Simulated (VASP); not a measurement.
Data:

```
CELL_PARAMETERS angstrom
     -2.99930     2.82960     1.55230
      2.99930    -2.82960     1.55230
      2.99930     2.82960    -1.55230
ATOMIC_POSITIONS crystal
  Sn 0.25000 0.75000 0.50000
  Sn 0.00000 0.00929 0.00929
```

The numbers are results of optB88-vdW, VASP's PBE PAW potentials (set 64) (plane waves; VASP), not measurements. Run with 400 eV cut-off, 12×12×12 Γ-centred mesh, first-order Methfessel-Paxton smearing of 0.10 eV, potentials Sn_d.

Which forces act on the atoms, in eV/Å?

```csv
atom,Fx,Fy,Fz
Sn1,0.137,0.000,-0.167
Sn2,-0.137,0.000,0.167
```

Give the stress tensor in GPa (positive for a compressed cell).

```
0.64  0.00  0.09
0.00  8.13  0.00
0.09  0.00  5.55
```
The pressure is its mean diagonal, 4.77 GPa.

The compound is Sn in the beta structure. The cell was not relaxed at this level. The run is one of a series of settings (AGGAC = 0.0, GGA = BO, LUSE_VDW = .TRUE., PARAM1 = 0.1833333333, PARAM2 = 0.22 against the base run), some of them coarse on purpose.
